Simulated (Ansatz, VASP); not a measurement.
## TiSi2 (Zhiqinite): VASP beside Ansatz

Wanted: the spread between two codes on one cell, functional and k mesh. The structure shown is the start of the Ansatz relaxation below; VASP solves that cell, so the two are compared at the walk's first step.

Main program and level: Ansatz 0.2.0; plane waves, with VASP 6.6.1 beside it; single point at LDA.

### 1. The starting structure

The structure is orthorhombic, space group Fddd (No. 70). The conventional cell has a = 4.594 Å, b = 7.870 Å, c = 8.243 Å, α = 90.00°, β = 90.00°, γ = 90.00°. Si has 5 Si at 2.44 to 2.66 Å and 5 Ti at 2.45 to 2.64 Å nearest. Ti has 10 Si at 2.45 to 2.64 Å nearest. Farther neighbours are not listed.

Coordinates:

```cif
data_structure
_symmetry_space_group_name_H-M 'Fddd:1'
_symmetry_Int_Tables_number 70
_cell_length_a 4.5937
_cell_length_b 7.8700
_cell_length_c 8.2433
_cell_angle_alpha 90.000
_cell_angle_beta 90.000
_cell_angle_gamma 90.000
_cell_volume 298.02
loop_
_atom_site_label
_atom_site_type_symbol
_atom_site_symmetry_multiplicity
_atom_site_Wyckoff_symbol
_atom_site_fract_x
_atom_site_fract_y
_atom_site_fract_z
_atom_site_occupancy
Si1 Si 16 f 0.75000 0.58554 0.25000 1
Ti1 Ti 8 b 0.75000 0.25000 0.25000 1
```

### 2. Ansatz: relaxation, LDA

Ansatz runs on its PAW soft_1 files.

The two programs are compared at the cell with which this relaxation starts, whose forces are those of its first step.

Input file input.yaml:

```yaml
crystal:
  lattice:
    - [0.0, 3.9349917869, 4.1216724122]
    - [2.29684991, 0.0, 4.1216724122]
    - [2.29684991, 3.9349917869, 0.0]
  atoms:
    - { symbol: Si, position: [0.0855418771, 0.4144581229, 0.0855418771] }
    - { symbol: Si, position: [0.4144581229, 0.0855418771, 0.4144581229] }
    - { symbol: Si, position: [0.1644581229, 0.8355418771, 0.1644581229] }
    - { symbol: Si, position: [0.8355418771, 0.1644581229, 0.8355418771] }
    - { symbol: Ti, position: [0.75, 0.75, 0.75] }
    - { symbol: Ti, position: [0.5, 0.5, 0.5] }
kpoints:
  mp_grid: { grid: [12, 12, 12] }
hamiltonian:
  xc: lda
  pseudopotentials: { kind: paw, azcp: { folder: soft_1 }, xc_functional: pbe }
scf:
  occupations: { method: methfessel_paxton, width: 0.2 }
output:
  forces: true
  stress: true
  eigenvalues: true
relax:
  adjacent_minimum: "off"
  f_tol: 0.001
  max_steps: 60
  cell: { stress_tol: 0.01, fix: [volume] }
```

Launch:

```console
$ ansatz run input.yaml --threads 8 --pin off --max-ram 16384MiB --backend cpu --events-out ev --progress --plain --runs-dir out
```

Numbers of over 12 decimals in the logs are rounded to 6 here.

What it wrote:

```text
Engine: ansatz 0.2.0, aarch64-unknown-linux-gnu
Pseudopotentials: kind: paw
Pseudopotential: Si, paw, valence charge 4, recommended cutoff 420 eV (normal), soft_1/Si.paw.azcp
Pseudopotential: Ti, paw, valence charge 12, recommended cutoff 420 eV (normal), soft_1/Ti.paw.azcp
Functional definition: SPW92
  exchange = slater_x
  correlation = pw_c
Crystal: 6 atoms, lattice volume = 74.504 Å³
Basis set: ecut = 420 eV, 1467 PW (Γ)
Bands: 26, of which v1, the nominal top of the filled ones, is band 20 counted from 1 (19 counted from 0)
Symmetry: 8 space group operations
Space group: Fddd (ITA 70), of the structure as read, at distance tolerance 4.2e-5 Å
k-points: 280 of 1728
Non-local potential: Si, projectors of the file, l = 0: 2, l = 1: 2, l = 2: 1
Non-local potential: Ti, projectors of the file, l = 0: 3, l = 1: 2, l = 2: 3, l = 3: 1
PAW form: soft (Blöchl's): semilocal exchange-correlation on the pseudo side does not see the compensation charge
PAW frozen core: Si, regenerated for the run's functional, and the local potential with it (the file was generated under x = pbe(κ = 0.804, μ = 0.219515), c = pbe(β = 0.066725))
PAW frozen core: Ti, regenerated for the run's functional, and the local potential with it (the file was generated under x = pbe(κ = 0.804, μ = 0.219515), c = pbe(β = 0.066725))
PAW one-centre angular grid: Si, 110 points (default); XC on 64 Gauss nodes
PAW one-centre angular grid: Ti, 590 points (default); XC on 64 Gauss nodes
Initial density: superposition of atomic densities (chi_scale 0.1, normalization cell, long waves kept (reshape's long-wave potential 0.00 eV rms))
Initial wavefunctions: pseudopotential atomic-orbital guess
Functional: x = slater, c = lda
SCF iter   1: F=—  HF=-7339.672198 eV  |F-HF|=—  |Δ(HF+E_count)|=         —  Δρ=4.06e-2  dr2=2.27e0  ethr=3.10e-3  ⟨swp⟩=6.2  Hψ=34149  notcnv=0
preconditioner: auto → Kerker (q_TF=auto, 2.460 Å⁻¹)  [metal: Δε(μ)=0.002 eV  Ē_g=6.785 eV  σ=0.200 eV  W_gap=0.01  n_scr=16 (ndim 8)  ℏωp=21.1 eV  f_vac=0.000  D(μ)=1.74/eV (n_scr^D=12)]
SCF iter   2: F=—  HF=-7339.212092 eV  |F-HF|=—  |Δ(HF+E_count)|=   4.60e-1  S|Δr|=    0.00e0  Δρ=2.48e-2  dr2=7.67e-1  ethr=3.10e-3  ⟨swp⟩=2.0  Hψ=10500  notcnv=0  defer=269
SCF iter   3: F=—  HF=-7338.946092 eV  |F-HF|=—  |Δ(HF+E_count)|=   2.66e-1  S|Δr|=    0.00e0  Δρ=2.90e-3  dr2=6.95e-3  ethr=1.92e-3  ⟨swp⟩=2.1  Hψ=11783  notcnv=0  defer=271
SCF iter   4: F=—  HF=-7338.943710 eV  |F-HF|=—  |Δ(HF+E_count)|=   2.38e-3  S|Δr|=    0.00e0  Δρ=8.26e-4  dr2=4.38e-4  ethr=1.74e-5  ⟨swp⟩=2.2  Hψ=11531  notcnv=0  defer=268
SCF iter   5: F=—  HF=-7338.943615 eV  |F-HF|=—  |Δ(HF+E_count)|=   9.44e-5  S|Δr|=    0.00e0  Δρ=1.34e-4  dr2=1.04e-5  ethr=1.10e-6  ⟨swp⟩=2.1  Hψ=8901  notcnv=0  defer=268
SCF iter   6: F=—  HF=-7338.943613 eV  |F-HF|=—  |Δ(HF+E_count)|=   2.20e-6  S|Δr|=    0.00e0  Δρ=2.32e-5  dr2=3.14e-7  ethr=2.61e-8  ⟨swp⟩=2.6  Hψ=10640  notcnv=0  defer=270
SCF iter   7: F=-7338.943613 eV  HF=-7338.943613 eV  |F-HF|=4.99e-9  |Δ(HF+E_count)|=   8.07e-8  S|Δr|=    0.00e0  Δρ=4.00e-6  dr2=9.87e-9  ethr=2.50e-10  ⟨swp⟩=9.4  Hψ=32411  notcnv=0
SCF 1 converged in 7 iterations: F = -7338.943613 eV  dr2 = 9.87e-9
  greatest PAW one-centre occupation: 0.998 electrons in one spin orbital (limit 2), on the Ti atom at site 5 (counted from 0), in its partial waves of l = 0
relax step   1: F+E_penalty+E_count = -7338.94361310 eV  Δ(F+E_penalty+E_count) = +0.000e0 eV  max|allowed force component| = 8.695e-3 eV/Å  Δτ_max = 0.0000 Å  P = +15.774 GPa  Ω = 74.504 Å³  fix = [volume]  reactions: volume +15.774 GPa  (7 SCF iters, dr2 threshold 1.00e-7 eV, accepted)
[...]
relax step   2: F+E_penalty+E_count = -7338.94397078 eV  Δ(F+E_penalty+E_count) = -3.577e-4 eV  max|allowed force component| = 8.013e-4 eV/Å  Δτ_max = 0.0005 Å  P = +15.697 GPa  Ω = 74.504 Å³  energy of the carried Pulay correction = -7.867e-18 eV  fix = [volume]  reactions: volume +15.697 GPa  (3 SCF iters, dr2 threshold 6.00e-7 eV, accepted)
[...]
relax step   3: F+E_penalty+E_count = -7338.94397688 eV  Δ(F+E_penalty+E_count) = -6.091e-6 eV  max|allowed force component| = 4.178e-4 eV/Å  Δτ_max = 0.0000 Å  P = +15.701 GPa  Ω = 74.504 Å³  energy of the carried Pulay correction = -7.867e-18 eV  fix = [volume]  reactions: volume +15.701 GPa  (3 SCF iters, dr2 threshold 1.63e-8 eV, accepted)
[...]
relax step   4: F+E_penalty+E_count = -7338.94397706 eV  Δ(F+E_penalty+E_count) = -1.864e-7 eV  max|allowed force component| = 3.827e-4 eV/Å  Δτ_max = 0.0000 Å  P = +15.701 GPa  Ω = 74.504 Å³  energy of the carried Pulay correction = -7.867e-18 eV  fix = [volume]  reactions: volume +15.701 GPa  (3 SCF iters, dr2 threshold 4.16e-10 eV, accepted)
[...]
relax step   5: F+E_penalty+E_count = -7338.94397790 eV  Δ(F+E_penalty+E_count) = -8.359e-7 eV  max|allowed force component| = 3.757e-4 eV/Å  Δτ_max = 0.0000 Å  P = +15.701 GPa  Ω = 74.504 Å³  fix = [volume]  reactions: volume +15.701 GPa  stress off target by 1.48e-3 GPa on what of the cell is left free  SCF on the basis re-selected at this cell (its energy is not comparable with the rows above)  (4 SCF iters)
basis re-selected at this cell: Δ(F+E_penalty+E_count) = -8.359e-7 eV, ΔP = +0.000 GPa vs the last step (what re-selecting the basis moved, of the pressure what is left beyond the Pulay correction that the steps carried, after the strain that the cell walked since its last selection, with what the two solves' SCF thresholds leave and, on support functions, any second-order correction that the steps lacked; it is no m [...]
SCF converged after 4 iterations
Stability not checked: this state was not tested for a lower state beside it, because cold or Methfessel-Paxton smearing, or corrected tetrahedra, fill the levels in a way that the test cannot read (fill_not_monotonic; see scf.lower_state_search)
Free energy (F): -7338.943978 eV
Harris-Foulkes:  -7338.943978 eV  (|F-HF|=1.82e-12)
Internal energy: -7338.944402 eV  (E = F + TS)
E sigma→0 (E₀):  -7338.944084 eV
Entropy (-TS):   0.000424 eV (0.071 meV/atom)
Fermi energy:    14.119321 eV
--- Per-component energies (eV) ---
  E_band       = -147.345247
  E_kinetic    = 754.103853
  E_local      = -2019.512850  (includes V_loc(G=0)·N_el)
  E_nonlocal   = 228.144338
  E_hartree    = 876.067353
  E_xc         = -469.038143
  E_vxc        = -501.442391  (∫ρ·V_xc dr)
  E_paw        = -3929.806018  (= ΣΔE_a)
  E_vpaw       = -360.772870  (= ΣTr[D̂ρ^β])
  E_aug_tail   = -0.000011  (compensation charges beyond the density's cutoff)
  E_ewald      = -2779.892149
  E_core_change = 0.989225  (= ΣΔE_core)
  E_smearing   = 0.000424  (= −TS)
  E_closure    = -0.000000  (closes the sum)
  Σ components = -7338.943978   (vs F -7338.943978, Δ=0.00e0)
--- Forces (eV/Å), atoms counted from 1 ---
  atom   1  Si     0.00000000    -0.00037571    -0.00000000
  atom   2  Si    -0.00000000     0.00037571    -0.00000000
  atom   3  Si    -0.00000000     0.00037571     0.00000000
  atom   4  Si     0.00000000    -0.00037571     0.00000000
  atom   5  Ti    -0.00000000     0.00000000     0.00000000
  atom   6  Ti     0.00000000    -0.00000000    -0.00000000
  max |Σ_I F_I| component: 1.39e-17 eV/Å
--- Stress (GPa, compression-positive) ---
       15.702921       0.000000       0.000000
        0.000000      15.700808       0.000000
        0.000000       0.000000      15.700582
  P = ⅓ Tr σ = 15.7014 GPa (157.014 kbar)
--- Band table (eV; the first three rows and the last of 280) ---
  k-point 0: bands = [... 16 lower, 11.6251, 12.2021, 12.4177, 12.7790, 13.0643, 16.4393, 17.7248, 17.9408, ... 2 higher]
  k-point 1: bands = [... 16 lower, 11.6418, 12.1225, 12.6376, 12.7798, 13.0540, 16.3509, 17.7313, 17.8800, ... 2 higher]
  k-point 2: bands = [... 16 lower, 12.0045, 12.1527, 12.8435, 12.9055, 13.1698, 16.1006, 17.4947, 17.5658, ... 2 higher]
  k-point 279: bands = [... 16 lower, 12.5971, 12.5971, 13.0111, 13.0111, 14.8926, 14.8926, 17.8340, 17.8340, ... 2 higher]
--- Relaxed structure (4 steps of the walk, 4 accepted, 1 SCFs on fresh bases) ---
  F+E_penalty+E_count = -7338.94397790 eV   max|allowed force component| = 3.757e-4 eV/Å   (the final SCF, on the basis selected at the relaxed cell)
  cell:  # Å, volume = 74.5041 Å³
    - [0, 3.930605, 4.127191]
    - [2.296339, 0, 4.127191]
    - [2.296339, 3.930605, 0]
  atoms:
    - { symbol: Si, position: [0.085472, 0.414528, 0.085472] }
    - { symbol: Si, position: [0.414528, 0.085472, 0.414528] }
    - { symbol: Si, position: [0.164528, 0.835472, 0.164528] }
    - { symbol: Si, position: [0.835472, 0.164528, 0.835472] }
    - { symbol: Ti, position: [0.750000, 0.750000, 0.750000] }
    - { symbol: Ti, position: [0.500000, 0.500000, 0.5] }
```

### 3. VASP: single point, LDA, start cell, pair 1

The same cell, functional (in two slightly different forms), mesh and smearing now go to VASP, with its own data sets.

Lines of VASP's logs that name or quote its potential files are left out, and so is its time.

Input file INCAR:

```
SYSTEM = TiSi2
PREC = Accurate
ENCUT = 400
EDIFF = 1E-06
NELM = 120
ISMEAR = 1
SIGMA = 0.2
LREAL = .FALSE.
ALGO = Normal
GGA = CA
NBANDS = 26
LASPH = .TRUE.
LORBIT = 11
LWAVE = .FALSE.
LCHARG = .FALSE.
ISIF = 2
GGA_COMPAT = .FALSE.
KPAR = 2
```

Input file POSCAR:

```
TiSi2
1.0
    0.0000000000      3.9349920000      4.1216720000
    2.2968500000      0.0000000000      4.1216720000
    2.2968500000      3.9349920000      0.0000000000
Si Ti
4 2
Direct
    0.0855418512      0.4144581488      0.0855418512
    0.4144581488      0.0855418512      0.4144581488
    0.1644581488      0.8355418512      0.1644581488
    0.8355418512      0.1644581488      0.8355418512
    0.7500001213      0.7500001213      0.7499998787
    0.5000000000      0.5000000000      0.5000000000
```

Input file KPOINTS:

```
Automatic mesh
0
Gamma
12 12 12
0 0 0
```

The projector-augmented-wave data sets are Si and Ti_sv (LDA family, release 64).

Launch:

```console
$ mpirun -np 2 vasp_std
```

What it wrote:

```text
[banner, memory and clock lines left out]
running    2 mpi-ranks, on    1 nodes
 distrk:  each k-point on    1 cores,    2 groups
 distr:  one band on    1 cores,    1 groups

 POSCAR found type information on POSCAR SiTi
 POSCAR found :  2 types and       6 ions
 LDA part: xc-table for (Slater(with rela. corr.)+CA(PZ))
 , standard interpolation
 POSCAR, INCAR and KPOINTS ok, starting setup
 FFT: planning ... GRIDC
 FFT: planning ... GRID_SOFT
 FFT: planning ... GRID
 WAVECAR not read
 entering main loop
       N       E                     dE             d eps       ncg     rms          rms(c)
DAV:   1     0.351033889532E+03    0.35103E+03   -0.16612E+04 14560   0.139E+03
DAV:   2    -0.306838355617E+01   -0.35410E+03   -0.34802E+03 14622   0.426E+02
DAV:   3    -0.449436899455E+02   -0.41875E+02   -0.41173E+02 25986   0.123E+02
DAV:   4    -0.475512177890E+02   -0.26075E+01   -0.25995E+01 19508   0.289E+01
DAV:   5    -0.476980397309E+02   -0.14682E+00   -0.14679E+00 23298   0.607E+00    0.216E+01
DAV:   6    -0.450615537032E+02    0.26365E+01   -0.29398E+01 20566   0.426E+01    0.746E+00
DAV:   7    -0.446933292030E+02    0.36822E+00   -0.49257E+00 19460   0.176E+01    0.611E+00
DAV:   8    -0.446304943158E+02    0.62835E-01   -0.48577E-01 20922   0.555E+00    0.838E-01
DAV:   9    -0.446291960997E+02    0.12982E-02   -0.65925E-02 19758   0.217E+00    0.523E-01
DAV:  10    -0.446299270933E+02   -0.73099E-03   -0.29090E-03 20308   0.452E-01    0.212E-01
DAV:  11    -0.446300065070E+02   -0.79414E-04   -0.11118E-03 22288   0.264E-01    0.102E-01
DAV:  12    -0.446299948235E+02    0.11683E-04   -0.40358E-04 20386   0.173E-01    0.249E-02
DAV:  13    -0.446299912485E+02    0.35750E-05   -0.40977E-05 19600   0.612E-02    0.114E-02
DAV:  14    -0.446299911111E+02    0.13746E-06   -0.19655E-06 14506   0.120E-02
   1 F= -.44629991E+02 E0= -.44630108E+02  d E =0.351657E-03
```

From OUTCAR (step 3):

```text
ion  position               nearest neighbor table
   1  0.086  0.414  0.086-   3 2.44   3 2.44   6 2.45   6 2.45   2 2.59   5 2.64   5 2.64   5 2.64
                             2 2.66   2 2.66   4 3.07   4 3.07   4 3.07   4 3.07
   2  0.414  0.086  0.414-   4 2.44   4 2.44   6 2.45   6 2.45   1 2.59   5 2.64   5 2.64   5 2.64
                             1 2.66   1 2.66   3 3.07   3 3.07   3 3.07   3 3.07
   3  0.164  0.836  0.164-   1 2.44   1 2.44   5 2.45   5 2.45   4 2.59   6 2.64   6 2.64   6 2.64
                             4 2.66   4 2.66   2 3.07   2 3.07   2 3.07   2 3.07
   4  0.836  0.164  0.836-   2 2.44   2 2.44   5 2.45   5 2.45   3 2.59   6 2.64   6 2.64   6 2.64
                             3 2.66   3 2.66   1 3.07   1 3.07   1 3.07   1 3.07
   5  0.750  0.750  0.750-   4 2.45   3 2.45   4 2.45   3 2.45   2 2.64   2 2.64   1 2.64   1 2.64
                             1 2.64   2 2.64
   6  0.500  0.500  0.500-   1 2.45   2 2.45   1 2.45   2 2.45   3 2.64   3 2.64   4 2.64   4 2.64
                             3 2.64   4 2.64

  LATTYP: Found a face centered orthorhombic cell.
 ALAT       =     4.5937000000
 B/A-ratio  =     1.7132124431
 C/A-ratio  =     1.7944889740

 Subroutine GETGRP returns: Found  8 space group operations
 (whereof  4 operations were pure point group operations)

The static configuration has the point symmetry D_2 .
 The point group associated with its full space group is D_2h.

 Found    280 irreducible k-points:

   k-points           NKPTS =    280   k-points in BZ     NKDIM =    280   number of bands    NBANDS=     26

   dimension x,y,z NGX =    40 NGY =   32 NGZ =   30
   dimension x,y,z NGXF=    80 NGYF=   64 NGZF=   60

   ENCUT  =  400.0 eV  29.40 Ry    5.42 a.u.   9.29  7.69  7.43*2*pi/ulx,y,z

   NELECT =      40.0000    total number of electrons

 k-points in reciprocal lattice and weights: Automatic mesh
   0.00000000  0.00000000  0.00000000       0.001
   0.08333333  0.00000000  0.00000000       0.005
   0.16666667  0.00000000  0.00000000       0.005
   0.25000000  0.00000000  0.00000000       0.005
   0.33333333  0.00000000  0.00000000       0.005
   0.41666667  0.00000000 -0.00000000       0.005
   0.50000000  0.00000000  0.00000000       0.002
   0.08333333  0.08333333  0.00000000       0.001
   0.16666667  0.08333333  0.00000000       0.005
[...]
-0.08333333  0.41666667  0.50000000       0.001
   0.00000000  0.50000000  0.50000000       0.001

 average (electrostatic) potential at core
       1 -78.9766       2 -78.9766       3 -78.9766       4 -78.9766       5 -68.1131
       6 -68.1131

 E-fermi :  11.5704

 k-point     1 :       0.0000    0.0000    0.0000
  band No.  band energies     occupation
    ...
     17       9.0873      2.00000
     18       9.6506      2.00000
     19       9.8709      2.00000
     20      10.2290      2.00000
     21      10.5163      2.00000
     22      13.8949     -0.00000
     23      15.1715     -0.00000
     24      15.4153     -0.00000
     25      15.6340      0.00000
     26      15.6482      0.00000

 k-point     2 :       0.0833    0.0000    0.0000
  band No.  band energies     occupation
    ...
     17       9.1119      2.00000
     18       9.5720      2.00000
     19      10.0924      2.00000
     20      10.2301      2.00000
     21      10.5059      2.00000
     22      13.8065     -0.00000
     23      15.1782     -0.00000
     24      15.3276     -0.00000
     25      15.5002     -0.00000
     26      15.6837      0.00000

 k-point     3 :       0.1667    0.0000    0.0000
  band No.  band energies     occupation
    ...
     17       9.4665      2.00000
     18       9.6044      2.00000
     19      10.2952      2.00000
     20      10.3588      2.00000
     21      10.6232      2.00000
     22      13.5560     -0.00000
     23      14.9423     -0.00000
     24      15.0178     -0.00000
     25      15.2220     -0.00000
     26      15.3726     -0.00000

  Total        7.2754687      7.0239342      7.6628964      0.0000000      0.0000000      0.0000000
  in kB      156.4557926    151.0466521    164.7872563      0.0000000      0.0000000      0.0000000
  external PRESSURE =     157.4299003 kB  Pullay stress =       0.0000000 kB

  energy-cutoff  :      400.00
  volume of cell :       74.50
      direct lattice vectors                 reciprocal lattice vectors
     0.000000000  3.934992000  4.121672000    -0.217689444  0.127065061  0.121309993
     2.296850000  0.000000000  4.121672000     0.217689444 -0.127065061  0.121309993
     2.296850000  3.934992000  0.000000000     0.217689444  0.127065061 -0.121309993

 POSITION                                       TOTAL-FORCE (eV/Angst)
 -----------------------------------------------------------------------------------
      1.14843      0.67321      2.06084        -0.000000     -0.006722      0.000000
      1.14843      3.26178      2.06084        -0.000000      0.006722      0.000000
      2.29685      1.29428      4.12167         0.000000      0.006722      0.000000
      2.29685      6.57570      4.12167         0.000000     -0.006722      0.000000
      3.44528      5.90249      6.18251         0.000000      0.000000      0.000000
      2.29685      3.93499      4.12167        -0.000000     -0.000000     -0.000000
 -----------------------------------------------------------------------------------
    total drift:                                0.000497      0.000080     -0.000082

  FREE ENERGIE OF THE ION-ELECTRON SYSTEM (eV)
  ---------------------------------------------------
  free  energy   TOTEN  =       -44.6299911111 eV

  energy  without entropy=      -44.6303427679  energy(sigma->0) =      -44.63010833

 total charge
# of ion       s       p       d       tot
------------------------------------------
    1        0.778   0.941   0.000   1.719
    2        0.778   0.941   0.000   1.719
    3        0.778   0.941   0.000   1.719
    4        0.778   0.941   0.000   1.719
    5        2.197   6.218   2.236  10.652
    6        2.197   6.218   2.236  10.652
--------------------------------------------------
tot          7.506  16.201   4.472  28.179

[... 3 further parts left out ...]
```

The run ends at a pressure of 15.74 GPa, with forces up to 0.0067 eV/Å.

### 4. Comparison

Known differences besides the potentials themselves: the two LDA forms differ slightly; the cutoff is 420 eV in Ansatz and 400 eV in VASP; VASP's log shows a relativistic correction to its local exchange, Ansatz's none. Total energies have different zeros and are not compared.

The forces differ by 0.93 meV/Å r.m.s.; no other quantity is compared for this pair.

### 5. Further runs

Further runs change the set-up of one program: Ansatz's method, potentials or start, or VASP's data sets, cutoff or form of LDA. The table gives that difference for each run.

```csv
run,r.m.s. force difference (meV/Å)
as above,0.93
VASP with a cutoff of 500 eV (perhaps on Ansatz's relaxed cell),0.23
```

[end of part 1 of 2]

[Lines on the potential files, build, host, timing and source positions are cut from VASP's logs without a mark.]

[Logs are printed without paths, hosts, clocks, repeated set-up lines and the standing remarks that a program may print on its own settings, such as how far it seeks lower states.]

[Hosts, paths, dates, database ids (printed as entryN), source tags and the programs' standing remarks are cut or masked in the printed files.]

[Rows of further runs with another cutoff or data set may stand on the cell that Ansatz relaxed, not on the start cell of the pair above them.]
